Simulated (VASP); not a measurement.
# A VASP study of Bi2Pd3Se2 (optB86b-vdW): structure first, properties next, part 2 of 2

How well does optB86b-vdW reproduce what experiment finds for Bi2Pd3Se2? The cell is relaxed first, and properties follow on it. The start is a computed cell from the Materials Project.

VASP 6.6.1; optB86b-vdW; plane waves and PAW (Bi_d, Pd, Se).

So far. Step 4 (Single point with fields (optB86b-vdW)): In this run the pressure is -0.02 GPa, small enough to go on; single stress components reach 0.04 GPa. Step 5 (Bands along the symmetry lines (optB86b-vdW)): There is no gap at this level.

**6. Density of states (optB86b-vdW)**

A density of states needs more k-points than a total energy, and tetrahedra (ISMEAR = -5) or a smearing that fits the mesh; LORBIT projects the states on the PAW spheres. The mesh is finer than in the run before.

INCAR

```
SYSTEM = Bi2Pd3Se2
PREC = Accurate
ENCUT = 400
EDIFF = 1E-06
NELM = 100
ISMEAR = -5
SIGMA = 0.05
LREAL = .FALSE.
ALGO = Normal
GGA = MK
AGGAC = 0
LUSE_VDW = .TRUE.
PARAM1 = 0.1234
PARAM2 = 1
LASPH = .TRUE.
NBANDS = 107
LORBIT = 11
LWAVE = .FALSE.
LCHARG = .FALSE.
KPAR = 8
NEDOS = 2001
```

POSCAR

```
Bi2Pd3Se2
1.0
    5.9218785065     -4.2368368743     -0.0243505829
    5.9218785065      4.2368368743     -0.0243505829
   -5.8586169480      0.0000000000      6.0838125213
Bi Pd Se
4 6 4
Direct
    0.2531546568      0.2531546568      0.2635928895
    0.7468453432      0.7468453432      0.7364071105
    0.2178481479      0.2178481479      0.7005106131
    0.7821518521      0.7821518521      0.2994893869
    0.5000000000      0.0000000000      0.5000000000
    0.0000000000      0.5000000000      0.5000000000
    0.0262395869      0.0262395869      0.8043555069
    0.9737604131      0.9737604131      0.1956444931
    0.2736250490      0.7263749510      0.5000000000
    0.7263749510      0.2736250490      0.5000000000
    0.3282845006      0.7445173502      0.8277055258
    0.7445173502      0.3282845006      0.8277055258
    0.6717154994      0.2554826498      0.1722944742
    0.2554826498      0.6717154994      0.1722944742
```

KPOINTS

```
Automatic mesh
0
Gamma
5 5 5
0 0 0
```

Potentials, in the order of the species: Bi_d, Pd and Se (PBE family, release 64).

Run with:

```console
> mpirun -np 8 vasp_std
```

Elapsed: 6.5 min, on 8 MPI ranks of Intel Xeon 6975P-C (Granite Rapids), shared host; peak memory 11 GiB.

Force components of up to 0.11 eV/Å appear here. Mesh or smearing differ from those of the relaxation, so its positions hold an error of that kind, and the forces of a metal with tetrahedra are inexact too. With tetrahedra the forces and stress of a metal are not exact derivatives of the energy.

This step gave:

```
irreducible k-points                                 : 39
free energy (TOTEN)                                  : -29.99 eV
Fermi energy                                         : 7.557 eV
pressure                                             : -0.01807 GPa
DOS at the Fermi level, one point of the energy grid : 5.820 states/eV/cell
```

The density of states has structure finer than the step of the table below, so its rows give means over 0.5 eV, whole bins alone (the curve runs from -12.0 to 1.10 eV). Peaks (eV: height): total -4.06: 29.6, -3.61: 25.2, -2.94: 27.5, -2.64: 29.6; Pd d -4.06: 19.0, -2.94: 21.2, -2.79: 18.4, -2.64: 23.7; Se p -5.33: 3.04, -4.06: 2.15, -1.89: 2.08, -1.67: 2.68; Bi p -5.33: 1.13, -3.91: 1.94, 0.35: 1.60, 0.72: 2.10; Pd p -4.06: 0.804, -3.61: 0.803, -3.24: 0.600, -1.97: 0.616.

States under -12.0 eV and over 1.1 eV are left out. Density of states against energy, zero at the Fermi level; means over each step; 7 of 8 lines; values in states/eV/cell:

```
energy (eV)   total     Pd d     Se p     Bi p    Pd p     Pd s    Bi s
      -11.5    8.76    0.278   0.0315   0.0177   0.196    0.192    5.72
      -11.0    7.00    0.290   0.0242  0.00490   0.145   0.0456    4.89
      -10.5       0        0        0        0       0        0       0
      -10.0       0        0        0        0       0        0       0
       -9.5       0        0        0        0       0        0       0
       -9.0       0        0        0        0       0        0       0
       -8.5       0        0        0        0       0        0       0
       -8.0       0        0        0        0       0        0       0
       -7.5       0        0        0        0       0        0       0
       -7.0       0        0        0        0       0        0       0
       -6.5  0.0192  0.00459  0.00393  0.00123  3.2e-4  0.00186  6.5e-5
       -6.0    6.00     1.65     1.20    0.347  0.0926    0.580  0.0215
       -5.5    13.9     4.28     2.71    0.903   0.295    0.972  0.0561
       -5.0    8.96     3.30     1.41    0.676   0.215    0.559  0.0595
       -4.5    15.9     8.71     1.71     1.10   0.342    0.427  0.0632
       -4.0    26.1     16.6     1.79     1.80   0.702    0.270  0.0747
       -3.5    19.7     12.8     1.23     1.21   0.630    0.156  0.0730
       -3.0    21.7     16.5     1.05    0.575   0.403    0.175  0.0713
       -2.5    21.9     16.8     1.13    0.504   0.440    0.307   0.128
       -2.0    14.6     8.96     1.50    0.551   0.446    0.491   0.249
       -1.5    12.3     6.42     1.85    0.538   0.426    0.346   0.324
       -1.0    7.87     3.86     1.20    0.554   0.356    0.206   0.123
       -0.5    5.52     2.06    0.882    0.705   0.325    0.128  0.0728
        0.0    4.94     1.43    0.641    0.974   0.304   0.0866  0.0539
        0.5    6.68     1.78    0.853     1.48   0.362   0.0722  0.0640
```

Force by atom:

```
atom  x (eV/Å)  y (eV/Å)  z (eV/Å)   size
 Bi1    -0.059     0.000    -0.010  0.060
 Bi2     0.059     0.000     0.010  0.060
 Bi3    -0.102     0.000    -0.036  0.108
 Bi4     0.102     0.000     0.036  0.108
 Pd5     0.000     0.000     0.000  0.000
 Pd6     0.000     0.000     0.000  0.000
 Pd7     0.046     0.000    -0.004  0.046
 Pd8    -0.046     0.000     0.004  0.046
 Pd9     0.000    -0.029     0.000  0.029
Pd10     0.000     0.029     0.000  0.029
Se11    -0.003     0.014    -0.107  0.108
Se12    -0.003    -0.014    -0.107  0.108
Se13     0.003    -0.014     0.107  0.108
Se14     0.003     0.014     0.107  0.108
```

The finer mesh and the other smearing move the Fermi level by +0.00 eV from the 3×3×3 run, a small shift, which tests the Fermi level alone. Of the states within 0.3 eV of the Fermi level, the largest shares in the PAW spheres are Pd d 29 %, Bi p 20 % and Se p 13 %. The rest lies in smaller channels or between the spheres.

**7. Electric field gradients (optB86b-vdW)**

Field gradients probe how far the charge around each nucleus departs from cubic symmetry; LASPH keeps the non-spherical terms inside the spheres.

INCAR

```
SYSTEM = Bi2Pd3Se2
PREC = Accurate
ENCUT = 400
EDIFF = 1E-07
NELM = 100
ISMEAR = 0
SIGMA = 0.05
LREAL = .FALSE.
ALGO = Normal
GGA = MK
AGGAC = 0
LUSE_VDW = .TRUE.
PARAM1 = 0.1234
PARAM2 = 1
LASPH = .TRUE.
NBANDS = 89
LORBIT = 11
LWAVE = .FALSE.
LCHARG = .FALSE.
KPAR = 2
NCORE = 4
LEFG = .TRUE.
```

POSCAR is that of step 6.

KPOINTS

```
Automatic mesh
0
Gamma
3 3 3
0 0 0
```

Run with:

```console
> mpirun -np 8 vasp_std
```

Run time: 2 min. Hardware: 8 MPI ranks; peak memory 3.2 GiB.

This step gave:

```
SCF cycles           : 16
bands                : 89
irreducible k-points : 10
free energy (TOTEN)  : -30.02 eV
Fermi energy         : 7.556 eV
pressure             : -0.02006 GPa
```

Electric field gradients, by row:

```
atom  Vxx (V/Å²)  Vyy (V/Å²)  Vzz (V/Å²)  asymmetry
 Bi1       146.7       36.22      -182.9      0.604
 Bi2       146.7       36.22      -182.9      0.604
 Bi3      -88.97      -46.85       135.8       0.31
 Bi4      -88.97      -46.85       135.8       0.31
 Pd5       44.76       15.74      -60.51       0.48
 Pd6       44.76       15.74      -60.51       0.48
 Pd7       45.88       26.98      -72.86      0.259
 Pd8       45.88       26.98      -72.86      0.259
 Pd9       51.58       14.16      -65.74      0.569
Pd10       51.58       14.16      -65.74      0.569
Se11      -40.07      -9.351       49.43      0.622
Se12      -40.07      -9.351       49.43      0.622
Se13      -40.07      -9.351       49.43      0.622
Se14      -40.07      -9.351       49.43      0.622
```

The largest gradient, -182.91 V/Å², sits on Bi1 and like sites; times the quadrupole moment of a nucleus that has one, it gives the coupling that NMR and NQR see.

**8. Summary of results**

```
relaxed volume                            : 21.72 Å³/atom
relaxed conventional cell a, b, c         : 11.844, 8.474, 8.446 Å; angles 90.0, 134.2, 90.0°
space group after relaxing, within 0.02 Å : C2/m (No. 12)
band gap                                  : none, a metal
DOS at the Fermi level                    : 5.82 states/eV/cell
largest field gradient Vzz                : -182.91 V/Å² on Bi1
```

In words: With optB86b-vdW, Bi2Pd3Se2 relaxes to 21.72 Å³/atom in space group C2/m (held by the symmetry of the run) and comes out as a metal. Bands along the symmetry lines (optB86b-vdW): Of the bands kept, 4 cross the Fermi level on this path. Spin-orbit coupling is left out, and with elements this heavy it would split and shift bands near the Fermi level. The k-sampling is coarse for a metal, so the Fermi level, pressures and the shape of the cell carry errors. No search among competing phases was made, and a listed structure need not be the one stable at ambient conditions. All values are for a static lattice at zero temperature.

Calculation against experiment:

| quantity | measured | optB86b-vdW |
| --- | --- | --- |
| lattice constant a (Å) | 11.7403 | 11.844 (+0.9 %) |
| lattice constant b (Å) | 8.4339 | 8.474 (+0.5 %) |
| lattice constant c (Å) | 8.4163 | 8.446 (+0.4 %) |

Measured values from arxiv:2408.06298 (2024).

How well it matches: The lattice constant a is off by +0.9 %: fair agreement. The lattice constant b is off by +0.5 %: good agreement. The lattice constant c is off by +0.4 %: good agreement. The grades are ours: good and fair within 0.7 and 1.5 % for the lattice constant a, 0.7 and 1.5 % for the lattice constant b and 0.8 and 2 % for the lattice constant c. For lattice constants the calculation has a static lattice, without zero-point motion or thermal expansion (measured at up to 296 K). As a rule both would widen the computed cell, so the excess over experiment is if anything larger than shown.

[Lines on the potential files, build, host, timing and source positions are cut from VASP's logs without a mark.]

[Logs are printed without paths, hosts, clocks, repeated set-up lines and the standing remarks that a program may print on its own settings, such as how far it seeks lower states.]

[Hosts, paths, dates, database ids (printed as entryN), source tags and the programs' standing remarks are cut or masked in the printed files.]

[A measured line is paired with the nearest computed mode of its activity, which favours agreement.]

[In band tables of VASP the shares of atoms and orbitals are scaled to a sum of 1 inside the atoms' spheres.]
